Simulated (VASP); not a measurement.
These are PBE GGA, VASP's PBE PAW potentials (set 64) (plane waves; VASP) values and carry that method's errors.

VASP input:

**INCAR**
```
! general
SYSTEM  = AlN
PREC    = Accurate
ENCUT   = 520
LREAL   = .FALSE.
LASPH   = .TRUE.
NBANDS  = 36

! electronic loop
EDIFF   = 1E-7
NELM    = 100
ALGO    = Normal

! smearing
ISMEAR  = 0
SIGMA   = 0.01

! functional
GGA     = PE

! output
LWAVE   = .FALSE.
LCHARG  = .FALSE.
NEDOS   = 1001

! other
LOPTICS = .TRUE.
CSHIFT  = 0.1
```

### POSCAR
```
AlN
1
    1.5650905720    -2.7108163832     0.0000000000
    1.5650905720     2.7108163832     0.0000000000
    0.0000000000     0.0000000000     5.0117302543
Al N
2 2
Direct
  0.6666670000   0.3333330000   0.5000492216
  0.3333330000   0.6666670000   0.0000492216
  0.6666670000   0.3333330000   0.8819507784
  0.3333330000   0.6666670000   0.3819507784
```

KPOINTS:
```
Automatic mesh
0
Gamma
10 10 6
0 0 0
```

POTCAR, in this order: Al N (PBE.64 set). Program: vasp_std.

What VASP printed:

### OSZICAR
```
       N       E                     dE             d eps       ncg     rms          rms(c)
DAV:   1     0.400607123585E+02    0.40061E+02   -0.61055E+03  4032   0.398E+02
DAV:   2    -0.320399049091E+02   -0.72101E+02   -0.68057E+02  4944   0.120E+02
DAV:   3    -0.344440990353E+02   -0.24042E+01   -0.23811E+01  4976   0.189E+01
DAV:   4    -0.344608309320E+02   -0.16732E-01   -0.16729E-01  4856   0.165E+00
DAV:   5    -0.344610583442E+02   -0.22741E-03   -0.22741E-03  4844   0.197E-01    0.121E+01
DAV:   6    -0.297608929439E+02    0.47002E+01   -0.16002E+00  4792   0.105E+01    0.368E+00
DAV:   7    -0.297938501937E+02   -0.32957E-01   -0.66136E-01  4736   0.342E+00    0.305E+00
DAV:   8    -0.297879554955E+02    0.58947E-02   -0.51058E-02  4484   0.114E+00    0.105E+00
DAV:   9    -0.297803252787E+02    0.76302E-02   -0.22151E-03  4620   0.414E-01    0.401E-01
DAV:  10    -0.297804256334E+02   -0.10035E-03   -0.18070E-03  4732   0.167E-01    0.352E-02
DAV:  11    -0.297804698565E+02   -0.44223E-04   -0.31171E-05  4696   0.254E-02    0.344E-02
DAV:  12    -0.297804720083E+02   -0.21518E-05   -0.27137E-06  4712   0.671E-03    0.180E-02
DAV:  13    -0.297804708055E+02    0.12028E-05   -0.77286E-07  4944   0.498E-03    0.785E-04
DAV:  14    -0.297804708205E+02   -0.14974E-07   -0.10963E-07  3232   0.156E-03
   1 F= -.29780471E+02 E0= -.29780471E+02  d E =-.246940E-31
 imaginary and real dielectric function
```

File OUTCAR:
```
------------------------ aborting loop because EDIFF is reached ----------------------------------------
  FORCE on cell =-STRESS in cart. coord.  units (eV):
  Direction    XX          YY          ZZ          XY          YZ          ZX
  --------------------------------------------------------------------------------------
  Total       -0.0354722     -0.0354722      0.0437384      0.0000000      0.0000000      0.0000000
  in kB       -1.3364164     -1.3364164      1.6478450      0.0000000      0.0000000      0.0000000
  external PRESSURE =      -0.3416626 kB  Pullay stress =       0.0000000 kB
  volume of cell :       42.53
      direct lattice vectors                 reciprocal lattice vectors
     1.565090572 -2.710816383  0.000000000     0.319470329 -0.184446281  0.000000000
     1.565090572  2.710816383  0.000000000     0.319470329  0.184446281  0.000000000
     0.000000000  0.000000000  5.011730254     0.000000000  0.000000000  0.199531888
  FREE ENERGIE OF THE ION-ELECTRON SYSTEM (eV)
  ---------------------------------------------------
  free  energy   TOTEN  =       -29.7804708205 eV

  energy  without entropy=      -29.7804708205  energy(sigma->0) =      -29.78047082

 plasma frequency squared (from intraband transitions) (eV^2)
  --------------------------------------------------------------------------------------
       0.000       0.000       0.000
       0.000       0.000       0.000
       0.000      -0.000       0.000

 plasma frequency squared (from interband transitions, int dw w eps(2)(w)) (eV^2)
  --------------------------------------------------------------------------------------
     413.640       0.000      -0.000       0.000       0.000      -0.000
       0.000      -0.000     413.640       0.000      -0.000       0.000
       0.000       0.000      -0.000      -0.000     411.696       0.000
```
(Selected blocks of OUTCAR.)

The compound is AlN in the wurtzite structure. It was relaxed first.
